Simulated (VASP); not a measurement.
All values below come from r2SCAN meta-GGA, VASP's PBE PAW potentials (set 64) (plane waves; VASP 6.6.1).

A VASP calculation is set up with these files.

File KPOINTS_OPT:
```
k-points along high-symmetry lines
10
Line-mode
Reciprocal
  0.000000   0.000000   0.000000 ! GAMMA
  0.500000  -0.500000   0.500000 ! H

  0.500000  -0.500000   0.500000 ! H
  0.000000   0.000000   0.500000 ! N

  0.000000   0.000000   0.500000 ! N
  0.000000   0.000000   0.000000 ! GAMMA

  0.000000   0.000000   0.000000 ! GAMMA
  0.250000   0.250000   0.250000 ! P

  0.250000   0.250000   0.250000 ! P
  0.500000  -0.500000   0.500000 ! H

  0.250000   0.250000   0.250000 ! P
  0.000000   0.000000   0.500000 ! N
```

**KPOINTS**
```
kpoints
0
gamma
 19 19 19
0 0 0
```

POSCAR:
```
Os
1
   -1.5365204375     1.5365204375     1.5365204375
    1.5365204375    -1.5365204375     1.5365204375
    1.5365204375     1.5365204375    -1.5365204375
Os
1
Direct
  0.0000000000   0.0000000000   0.0000000000
```

**INCAR**
```
SYSTEM = Os
PREC = Accurate; ENCUT = 400; LREAL = .FALSE.
LASPH = .TRUE.
EDIFF = 1E-7; NELM = 100; ALGO = Normal
LMAXMIX = 6; LMIXTAU = .TRUE.
ISMEAR = -5
METAGGA = R2SCAN
ISIF = 2
LWAVE = .FALSE.; LCHARG = .FALSE.; LORBIT = 11
NEDOS = 601
```

POTCAR, in this order: Os (PBE.64 set). Program: vasp_std.

The run wrote:

File OUTCAR:
```
 ion  position               nearest neighbor table
   1  0.000  0.000  0.000-
  LATTYP: Found a body centered cubic cell.
 ALAT       =     3.0730408750
 Subroutine PRICEL returns:
 Original cell was already a primitive cell.
 Subroutine GETGRP returns: Found 48 space group operations
The static configuration has the point symmetry O_h .
The dynamic configuration has the point symmetry O_h .
 Subroutine INISYM returns: Found 48 space group operations
 Subroutine IBZKPT returns following result:
 Found    220 irreducible k-points:

 Following reciprocal coordinates:
            Coordinates               Weight
  0.000000  0.000000  0.000000      1.000000
  0.052632  0.000000  0.000000     12.000000
  0.105263  0.000000  0.000000     12.000000
  0.157895  0.000000  0.000000     12.000000
  0.210526  0.000000  0.000000     12.000000
  0.263158  0.000000  0.000000     12.000000
  0.315789  0.000000  0.000000     12.000000
  0.368421  0.000000  0.000000     12.000000
  0.421053  0.000000  0.000000     12.000000
  0.473684  0.000000  0.000000     12.000000
  0.052632  0.052632  0.000000     24.000000
  0.105263  0.052632 -0.000000     48.000000
  0.157895  0.052632  0.000000     48.000000
  0.210526  0.052632  0.000000     48.000000
  0.263158  0.052632 -0.000000     48.000000
  0.315789  0.052632  0.000000     48.000000
  0.368421  0.052632  0.000000     48.000000
  0.421053  0.052632  0.000000     48.000000
  0.473684  0.052632  0.000000     24.000000
  0.105263  0.105263  0.000000     24.000000
  0.157895  0.105263  0.000000     48.000000
  0.210526  0.105263 -0.000000     48.000000
  0.263158  0.105263  0.000000     48.000000
  0.315789  0.105263  0.000000     48.000000
  0.368421  0.105263  0.000000     48.000000
...
```

### OSZICAR
```
       N       E                     dE             d eps       ncg     rms          rms(c)
DAV:   1    -0.224051240983E+02   -0.22405E+02   -0.39070E+03  4200   0.771E+02
DAV:   2    -0.528073274486E+02   -0.30402E+02   -0.29266E+02  3648   0.198E+02
DAV:   3    -0.534051908417E+02   -0.59786E+00   -0.59516E+00  4640   0.252E+01
DAV:   4    -0.534064422357E+02   -0.12514E-02   -0.12556E-02  4464   0.119E+00
DAV:   5    -0.534064443710E+02   -0.21353E-05   -0.21622E-05  4800   0.285E-02    0.159E+01
DAV:   6    -0.516306526028E+02    0.17758E+01   -0.99757E-01  4048   0.777E+00    0.716E+00
DAV:   7    -0.518989108930E+02   -0.26826E+00   -0.18884E-01  3688   0.536E+00    0.176E+00
DAV:   8    -0.519042816886E+02   -0.53708E-02   -0.82342E-02  3584   0.285E+00    0.429E-01
DAV:   9    -0.520512416251E+02   -0.14696E+00   -0.21100E-02  4232   0.126E+00    0.219E-01
DAV:  10    -0.520715666105E+02   -0.20325E-01   -0.12268E-03  3720   0.363E-01    0.679E-02
DAV:  11    -0.520737421322E+02   -0.21755E-02   -0.81063E-04  3728   0.329E-01    0.293E-02
DAV:  12    -0.520741780969E+02   -0.43596E-03   -0.12995E-04  3704   0.134E-01    0.131E-02
DAV:  13    -0.520743095446E+02   -0.13145E-03   -0.32161E-05  3960   0.560E-02    0.718E-03
DAV:  14    -0.520743151638E+02   -0.56192E-05   -0.21350E-06  4656   0.143E-02    0.829E-03
DAV:  15    -0.520743143197E+02    0.84415E-06   -0.89775E-07  4376   0.942E-03    0.279E-03
DAV:  16    -0.520743149452E+02   -0.62552E-06   -0.36592E-08  1976   0.207E-03    0.824E-04
DAV:  17    -0.520743150882E+02   -0.14301E-06   -0.92904E-09  1928   0.918E-04    0.619E-04
DAV:  18    -0.520743149572E+02    0.13099E-06   -0.90655E-10  1856   0.344E-04    0.164E-04
DAV:  19    -0.520743149903E+02   -0.33078E-07   -0.92238E-10  1872   0.326E-04
   1 F= -.52074315E+02 E0= -.52074315E+02  d E =0.000000E+00
       N       E                     dE             ncg
```

### OUTCAR
```
------------------------ aborting loop because EDIFF is reached ----------------------------------------
  FORCE on cell =-STRESS in cart. coord.  units (eV):
  Direction    XX          YY          ZZ          XY          YZ          ZX
  --------------------------------------------------------------------------------------
  Total        0.0216580      0.0216580      0.0216580      0.0000000      0.0000000     -0.0000000
  in kB        2.3914117      2.3914117      2.3914117      0.0000000      0.0000000     -0.0000000
  external PRESSURE =       2.3914117 kB  Pullay stress =       0.0000000 kB
  volume of cell :       14.51
      direct lattice vectors                 reciprocal lattice vectors
    -1.536520437  1.536520437  1.536520437     0.000000000  0.325410576  0.325410576
     1.536520437 -1.536520437  1.536520437     0.325410576  0.000000000  0.325410576
     1.536520437  1.536520437 -1.536520437     0.325410576  0.325410576  0.000000000
 POSITION                                       TOTAL-FORCE (eV/Angst)
 -----------------------------------------------------------------------------------
      0.00000      0.00000      0.00000        -0.000000      0.000000     -0.000000
 -----------------------------------------------------------------------------------
    total drift:                                0.000000      0.000000      0.000000
  FREE ENERGIE OF THE ION-ELECTRON SYSTEM (eV)
  ---------------------------------------------------
  free  energy   TOTEN  =       -52.0743149903 eV

  energy  without entropy=      -52.0743149903  energy(sigma->0) =      -52.07431499

 total charge

# of ion       s       p       d       tot
------------------------------------------
    1        0.630   0.707   6.025   7.362
```
(Selected blocks of OUTCAR.)

For a metal the tetrahedron method with Blöchl corrections gives inexact stress and forces.

The structure was generated: Os was put into the bcc type (Im-3m), which need not be its known phase. It was relaxed first.
